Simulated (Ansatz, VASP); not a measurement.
# Cross-check of Si2W between VASP and Ansatz

Wanted: the spread between two codes on one cell, functional and k mesh. The cell is taken from a series of runs on this material, whose earlier steps may have relaxed, scaled, displaced or heated it; both programs get it as it stands.

Program: Ansatz 0.2.0. Level of theory: plane waves, with VASP 6.6.1 beside it; zone-centre phonons at PBEsol. Results are calculated unless marked as measured.

## Step 1: The structure

Symmetry: I4/mmm, No. 139, tetragonal system. The conventional cell has a = 3.248 Å, b = 3.248 Å, c = 7.905 Å, α = 90.00°, β = 90.00°, γ = 90.00°. Si has 5 Si at 2.61 to 2.66 Å and 5 W at 2.64 to 2.65 Å nearest. Nearest to W lie 10 Si at 2.64 to 2.65 Å. Farther neighbours are not listed.

As a file:

```xyz
3
Lattice="-1.6240 1.6240 3.9523 1.6240 -1.6240 3.9523 1.6240 1.6240 -3.9523" Properties=species:S:1:pos:R:3 pbc="T T T"
Si    0.0000    0.0000    2.6496
Si    0.0000    0.0000    5.2549
W     0.0000    0.0000    0.0000
```

## Step 2: VASP: zone-centre phonons, PBEsol

Second derivatives magnify differences that forces hide, and they need a tight electronic threshold.

Lines of VASP's logs that name or quote its potential files are left out, and so is its time.

INCAR reads:

```
SYSTEM = Si2W
PREC = Accurate
ENCUT = 600
EDIFF = 1E-08
NELM = 120
ISMEAR = 1
SIGMA = 0.2
LREAL = .FALSE.
ALGO = Normal
GGA = PS
NBANDS = 13
LASPH = .TRUE.
LORBIT = 11
LWAVE = .FALSE.
LCHARG = .FALSE.
ISIF = 2
IBRION = 8
GGA_COMPAT = .FALSE.
KPAR = 2
```

POSCAR reads:

```
Si2W
1.0
   -1.6240097156      1.6240097156      3.9522518814
    1.6240097156     -1.6240097156      3.9522518814
    1.6240097156      1.6240097156     -3.9522518814
Si W
2 1
Direct
    0.3351985326      0.3351985326      0.0000000000
    0.6648014674      0.6648014674      0.0000000000
    0.0000000000      0.0000000000      0.0000000000
```

KPOINTS reads:

```
Automatic mesh
0
Gamma
20 20 20
0 0 0
```

Potentials, in the order of the species: Si and W (PBE family, release 64).

Launch:

```
> mpirun -np 2 vasp_std
```

Numbers of over 12 decimals in the logs are rounded to 6 here.

The log of the run:

```text
[banner, memory and clock lines left out]
running    2 mpi-ranks, on    1 nodes
 distrk:  each k-point on    1 cores,    2 groups
 distr:  one band on    1 cores,    1 groups

 POSCAR found type information on POSCAR SiW
 POSCAR found :  2 types and       3 ions
|                                                                             |
|               ----> ADVICE to this user running VASP <----                  |
|                                                                             |
|     You enforced a specific xc type in the INCAR file but a different       |
|     [... a line on the potential file left out ...]
|     I HOPE YOU KNOW WHAT YOU ARE DOING!                                     |
|                                                                             |

 LDA part: xc-table for (Slater+PW92), standard interpolation
 POSCAR, INCAR and KPOINTS ok, starting setup
 FFT: planning ... GRIDC
 FFT: planning ... GRID_SOFT
 FFT: planning ... GRID
 WAVECAR not read
 entering main loop
       N       E                     dE             d eps       ncg     rms          rms(c)
DAV:   1     0.318632395081E+02    0.31863E+02   -0.65497E+03 16666   0.105E+03
DAV:   2    -0.247855813357E+02   -0.56649E+02   -0.51493E+02 20414   0.198E+02
DAV:   3    -0.275675331654E+02   -0.27820E+01   -0.26822E+01 22900   0.350E+01
DAV:   4    -0.276104014554E+02   -0.42868E-01   -0.42772E-01 20013   0.493E+00
DAV:   5    -0.276110978075E+02   -0.69635E-03   -0.69603E-03 23895   0.549E-01    0.248E+01
DAV:   6    -0.268257947550E+02    0.78530E+00   -0.23986E+00 25066   0.969E+00    0.995E+00
DAV:   7    -0.267069883594E+02    0.11881E+00   -0.24802E-01 19168   0.330E+00    0.546E+00
DAV:   8    -0.266781809058E+02    0.28807E-01   -0.48294E-02 21760   0.155E+00    0.498E-01
DAV:   9    -0.266779099732E+02    0.27093E-03   -0.24337E-03 20138   0.338E-01    0.274E-01
DAV:  10    -0.266778723914E+02    0.37582E-04   -0.38037E-04 21223   0.125E-01    0.466E-02
DAV:  11    -0.266778542394E+02    0.18152E-04   -0.63737E-05 21327   0.562E-02    0.213E-02
DAV:  12    -0.266778545618E+02   -0.32237E-06   -0.23155E-06 20584   0.117E-02    0.943E-03
DAV:  13    -0.266778542588E+02    0.30295E-06   -0.16375E-07 21094   0.298E-03    0.162E-03
DAV:  14    -0.266778542269E+02    0.31951E-07   -0.66781E-09 13668   0.559E-04    0.249E-04
DAV:  15    -0.266778542312E+02   -0.43221E-08   -0.77541E-10 10838   0.253E-04
   1 F= -.26677854E+02 E0= -.26678345E+02  d E =0.147245E-02
 Linear response reoptimize wavefunctions to high precision
DAV:   1    -0.266778542351E+02   -0.39477E-08   -0.17376E-10 12832   0.990E-05
DAV:   2    -0.266778542351E+02    0.75033E-11   -0.26951E-11 10028   0.503E-05
 Linear response DOF=           4
 Linear response progress:
  Degree of freedom:   1/  4
       N       E                     dE             d eps       ncg     rms          rms(c)
RMM:   1    -0.178265004707E-01   -0.17827E-01    0.14566E-02136309   0.876E-01
RMM:   2    -0.164615505084E-01    0.13649E-02   -0.69609E-04 88519   0.211E-01    0.877E-02
RMM:   3    -0.165274683451E-01   -0.65918E-04   -0.13239E-04 89410   0.577E-02    0.481E-02
RMM:   4    -0.166691496218E-01   -0.14168E-03   -0.82728E-05 88791   0.431E-02    0.111E-02
RMM:   5    -0.166506644910E-01    0.18485E-04   -0.16285E-06 92928   0.881E-03    0.109E-03
RMM:   6    -0.166556649000E-01   -0.50004E-05   -0.20535E-07 93606   0.161E-03    0.645E-04
RMM:   7    -0.166550911802E-01    0.57372E-06    0.68490E-09 95293   0.380E-04    0.607E-05
RMM:   8    -0.166555244633E-01   -0.43328E-06   -0.56307E-09 96228   0.120E-04    0.177E-05
RMM:   9    -0.166554889442E-01    0.35519E-07    0.33959E-09 99167   0.292E-05    0.297E-06
RMM:  10    -0.166554978231E-01   -0.88789E-08    0.49747E-10 99241   0.974E-06    0.113E-06
 first order change of Fermi-energy   0.19492E-04
 force on displaced ion       1 direction 1 :  -7.521  -0.000   0.000
 Linear response progress:
  Degree of freedom:   2/  4
       N       E                     dE             d eps       ncg     rms          rms(c)
RMM:   1    -0.246780897692E-01   -0.24678E-01    0.37930E-02 42037   0.107E+00
RMM:   2    -0.220974083501E-01    0.25807E-02   -0.11379E-03 26761   0.273E-01    0.137E-01
RMM:   3    -0.220959171599E-01    0.14912E-05   -0.40155E-04 26955   0.955E-02    0.908E-02
RMM:   4    -0.221692441064E-01   -0.73327E-04   -0.56203E-05 27990   0.358E-02    0.372E-02
RMM:   5    -0.222030596736E-01   -0.33816E-04   -0.42247E-06 27950   0.996E-03    0.125E-02
RMM:   6    -0.222043185713E-01   -0.12589E-05   -0.34280E-07 28186   0.336E-03    0.183E-03
RMM:   7    -0.222024820716E-01    0.18365E-05   -0.10235E-07 28904   0.119E-03    0.575E-04
RMM:   8    -0.222022968753E-01    0.18520E-06   -0.41625E-09 29514   0.240E-04    0.129E-04
RMM:   9    -0.222026245194E-01   -0.32764E-06   -0.33623E-09 29288   0.803E-05    0.147E-05
RMM:  10    -0.222025959471E-01    0.28572E-07   -0.26390E-10 30539   0.169E-05    0.496E-06
RMM:  11    -0.222025932163E-01    0.27308E-08    0.17985E-09 28355   0.741E-06    0.131E-06
 first order change of Fermi-energy  -0.44736E+00
 force on displaced ion       1 direction 3 :   0.000   0.000 -12.652
 Linear response progress:
  Degree of freedom:   3/  4
       N       E                     dE             d eps       ncg     rms          rms(c)
RMM:   1    -0.120184701370E+00   -0.12018E+00   -0.10228E-01 58582   0.178E+00
RMM:   2    -0.119232831252E+00    0.95187E-03   -0.13165E-03 47238   0.256E-01    0.153E-01
RMM:   3    -0.118856404731E+00    0.37643E-03   -0.20372E-04 48516   0.797E-02    0.869E-02
RMM:   4    -0.118943122405E+00   -0.86718E-04   -0.25787E-04 47764   0.928E-02    0.119E-02
RMM:   5    -0.118933647764E+00    0.94746E-05   -0.68719E-06 51849   0.169E-02    0.335E-03
RMM:   6    -0.118939409462E+00   -0.57617E-05   -0.14151E-07 50867   0.220E-03    0.804E-04
RMM:   7    -0.118939245983E+00    0.16348E-06   -0.91999E-09 52790   0.584E-04    0.132E-04
RMM:   8    -0.118939119419E+00    0.12656E-06   -0.10781E-09 52890   0.115E-04    0.509E-05
RMM:   9    -0.118938853692E+00    0.26573E-06   -0.70833E-10 54556   0.452E-05    0.623E-06
RMM:  10    -0.118938811708E+00    0.41984E-07   -0.19261E-09 54912   0.175E-05    0.247E-06
RMM:  11    -0.118938825476E+00   -0.13768E-07   -0.18771E-10 51238   0.104E-05    0.389E-07
RMM:  12    -0.118938828882E+00   -0.34061E-08   -0.15942E-09 43493   0.801E-06    0.115E-07
 first order change of Fermi-energy  -0.92486E-03
 force on displaced ion       3 direction 1 :  -9.288   0.000   0.000
 Linear response progress:
  Degree of freedom:   4/  4
       N       E                     dE             d eps       ncg     rms          rms(c)
RMM:   1    -0.136632102217E+00   -0.13663E+00   -0.12489E-01 32325   0.185E+00
RMM:   2    -0.132334307527E+00    0.42978E-02   -0.21474E-03 25807   0.312E-01    0.178E-01
RMM:   3    -0.131715894977E+00    0.61841E-03   -0.65614E-04 26801   0.122E-01    0.952E-02
RMM:   4    -0.131737515500E+00   -0.21621E-04   -0.28437E-04 26656   0.926E-02    0.260E-02
RMM:   5    -0.131787662512E+00   -0.50147E-04   -0.38284E-05 26917   0.361E-02    0.660E-03
RMM:   6    -0.131794813891E+00   -0.71514E-05   -0.65873E-07 29131   0.485E-03    0.150E-03
RMM:   7    -0.131789052824E+00    0.57611E-05   -0.95653E-08 27832   0.146E-03    0.224E-04
RMM:   8    -0.131789418520E+00   -0.36570E-06   -0.26400E-09 29294   0.268E-04    0.106E-04
RMM:   9    -0.131789528356E+00   -0.10984E-06   -0.97563E-10 29776   0.724E-05    0.474E-05
RMM:  10    -0.131789445630E+00    0.82726E-07   -0.84606E-10 29954   0.287E-05    0.445E-06
RMM:  11    -0.131789458567E+00   -0.12937E-07   -0.34427E-09 30613   0.115E-05    0.154E-06
RMM:  12    -0.131789459508E+00   -0.94092E-09   -0.10869E-09 23892   0.798E-06    0.244E-07
 first order change of Fermi-energy   0.54617E-03
 force on displaced ion       3 direction 3 :  -0.000  -0.000 -12.604
 Linear response finished
```

Parts of OUTCAR (step 2):

```text
ion  position               nearest neighbor table
   1  0.335  0.335  0.000-   2 2.61   3 2.64   3 2.64   3 2.64   3 2.64   3 2.65   2 2.66   2 2.66
                             2 2.66   2 2.66
   2  0.665  0.665  0.000-   1 2.61   3 2.64   3 2.64   3 2.64   3 2.64   3 2.65   1 2.66   1 2.66
                             1 2.66   1 2.66
   3  0.000  0.000  0.000-   2 2.64   1 2.64   2 2.64   1 2.64   2 2.64   1 2.64   1 2.64   2 2.64
                             1 2.65   2 2.65

  LATTYP: Found a body centered tetragonal cell.
 ALAT       =     3.2480194312
 C/A-ratio  =     2.4336380771

 Subroutine GETGRP returns: Found 16 space group operations
 (whereof 16 operations were pure point group operations)

The static configuration has the point symmetry D_4h.

 Found    641 irreducible k-points:

   k-points           NKPTS =    641   k-points in BZ     NKDIM =    641   number of bands    NBANDS=     13

   dimension x,y,z NGX =    40 NGY =   40 NGZ =   40
   dimension x,y,z NGXF=    80 NGYF=   80 NGZF=   80

   ENCUT  =  600.0 eV  44.10 Ry    6.64 a.u.   9.13  9.13  9.13*2*pi/ulx,y,z

   NELECT =      14.0000    total number of electrons

 k-points in reciprocal lattice and weights: Automatic mesh
   0.00000000  0.00000000  0.00000000       0.000
   0.05000000  0.00000000  0.00000000       0.001
   0.10000000 -0.00000000  0.00000000       0.001
   0.15000000  0.00000000 -0.00000000       0.001
   0.20000000 -0.00000000  0.00000000       0.001
   0.25000000  0.00000000 -0.00000000       0.001
   0.30000000  0.00000000 -0.00000000       0.001
   0.35000000  0.00000000  0.00000000       0.001
   0.40000000  0.00000000  0.00000000       0.001
[...]
-0.45000000 -0.45000000  0.45000000       0.000
   0.50000000  0.50000000  0.50000000       0.000

 average (electrostatic) potential at core
       1 -79.5154       2 -79.5154       3 -35.1526

  Total       -2.2844046     -2.2844046     -2.2886962      0.0000000      0.0000000      0.0000000
  in kB      -87.7812480    -87.7812480    -87.9461581      0.0000000      0.0000000      0.0000000
  external PRESSURE =     -87.8362181 kB  Pullay stress =       0.0000000 kB

  energy-cutoff  :      600.00
  volume of cell :       41.69
      direct lattice vectors                 reciprocal lattice vectors
    -1.624009716  1.624009716  3.952251881     0.000000000  0.307879932  0.126510155
     1.624009716 -1.624009716  3.952251881     0.307879932  0.000000000  0.126510155
     1.624009716  1.624009716 -3.952251881     0.307879932  0.307879932  0.000000000

 POSITION                                       TOTAL-FORCE (eV/Angst)
 -----------------------------------------------------------------------------------
      0.00000      0.00000      2.64958        -0.000000     -0.000000      0.007755
      0.00000      0.00000      5.25493         0.000000      0.000000     -0.007755
      0.00000      0.00000      0.00000        -0.000000     -0.000000      0.000000
 -----------------------------------------------------------------------------------
    total drift:                               -0.000000      0.000000      0.000000

 Eigenvectors and eigenvalues of the dynamical matrix
 ----------------------------------------------------

   1 f  =   12.859654 THz    80.799586 2PiTHz  428.951871 cm-1    53.183230 meV
             X         Y         Z           dx          dy          dz
      0.000000  0.000000  2.649578     0.000000    0.000000    0.707107
      0.000000  0.000000  5.254926     0.000000    0.000000   -0.707107
      0.000000  0.000000  0.000000    -0.000000   -0.000000    0.000000

   2 f  =    9.513202 THz    59.773213 2PiTHz  317.326273 cm-1    39.343426 meV
             X         Y         Z           dx          dy          dz
      0.000000  0.000000  2.649578     0.036423   -0.706168   -0.000000
      0.000000  0.000000  5.254926    -0.036423    0.706168    0.000000
      0.000000  0.000000  0.000000    -0.000000    0.000000    0.000000

   3 f  =    9.513202 THz    59.773213 2PiTHz  317.326273 cm-1    39.343426 meV
             X         Y         Z           dx          dy          dz
      0.000000  0.000000  2.649578    -0.706168   -0.036423   -0.000000
      0.000000  0.000000  5.254926     0.706168    0.036423    0.000000
      0.000000  0.000000  0.000000    -0.000000    0.000000    0.000000

   4 f  =    8.461232 THz    53.163486 2PiTHz  282.236308 cm-1    34.992827 meV
             X         Y         Z           dx          dy          dz
      0.000000  0.000000  2.649578     0.000000   -0.000000   -0.618854
      0.000000  0.000000  5.254926     0.000000   -0.000000   -0.618854
      0.000000  0.000000  0.000000     0.000000   -0.000000    0.483777

   5 f  =    7.262643 THz    45.632531 2PiTHz  242.255692 cm-1    30.035864 meV
             X         Y         Z           dx          dy          dz
      0.000000  0.000000  2.649578     0.000000   -0.618835    0.000000
      0.000000  0.000000  5.254926     0.000000   -0.618835    0.000000
      0.000000  0.000000  0.000000     0.000000    0.483826    0.000000

   6 f  =    7.262643 THz    45.632531 2PiTHz  242.255692 cm-1    30.035864 meV
             X         Y         Z           dx          dy          dz
      0.000000  0.000000  2.649578    -0.618835   -0.000000    0.000000
      0.000000  0.000000  5.254926    -0.618835    0.000000   -0.000000
      0.000000  0.000000  0.000000     0.483826   -0.000000    0.000000

   7 f/i=    0.000184 THz     0.001154 2PiTHz    0.006125 cm-1     0.000759 meV
             X         Y         Z           dx          dy          dz
      0.000000  0.000000  2.649578    -0.000000    0.000000    0.342082
      0.000000  0.000000  5.254926    -0.000000    0.000000    0.342082
      0.000000  0.000000  0.000000    -0.000000    0.000000    0.875191

   8 f/i=    0.000559 THz     0.003515 2PiTHz    0.018660 cm-1     0.002314 meV
             X         Y         Z           dx          dy          dz
      0.000000  0.000000  2.649578    -0.334353    0.072470   -0.000000
      0.000000  0.000000  5.254926    -0.334353    0.072470   -0.000000
      0.000000  0.000000  0.000000    -0.855304    0.185385   -0.000000

   9 f/i=    0.000559 THz     0.003515 2PiTHz    0.018660 cm-1     0.002314 meV
             X         Y         Z           dx          dy          dz
      0.000000  0.000000  2.649578    -0.072470   -0.334353    0.000000
      0.000000  0.000000  5.254926    -0.072470   -0.334353    0.000000
      0.000000  0.000000  0.000000    -0.185385   -0.855304    0.000000

 ELASTIC MODULI CONTR FROM IONIC RELAXATION (kBar)
 Direction    XX          YY          ZZ          XY          YZ          ZX
 --------------------------------------------------------------------------------
 XX         -17.2558    -17.2558    -36.4724      0.0000      0.0000     -0.0000
 YY         -17.2558    -17.2558    -36.4724      0.0000      0.0000     -0.0000
 ZZ         -36.4724    -36.4724    -77.0889      0.0000      0.0000     -0.0000
 XY           0.0000      0.0000      0.0000      0.0000      0.0000      0.0000
 YZ           0.0000      0.0000      0.0000      0.0000    -19.0637      0.0000
 ZX          -0.0000     -0.0000     -0.0000      0.0000      0.0000     -4.7635
 --------------------------------------------------------------------------------
```

(Part 1 of 2 ends here.)

[Lines on the potential files, build, host, timing and source positions are cut from VASP's logs without a mark.]

[Logs are printed without paths, hosts, clocks, repeated set-up lines and the standing remarks that a program may print on its own settings, such as how far it seeks lower states.]

[Hosts, paths, dates, database ids (printed as entryN), source tags and the programs' standing remarks are cut or masked in the printed files.]
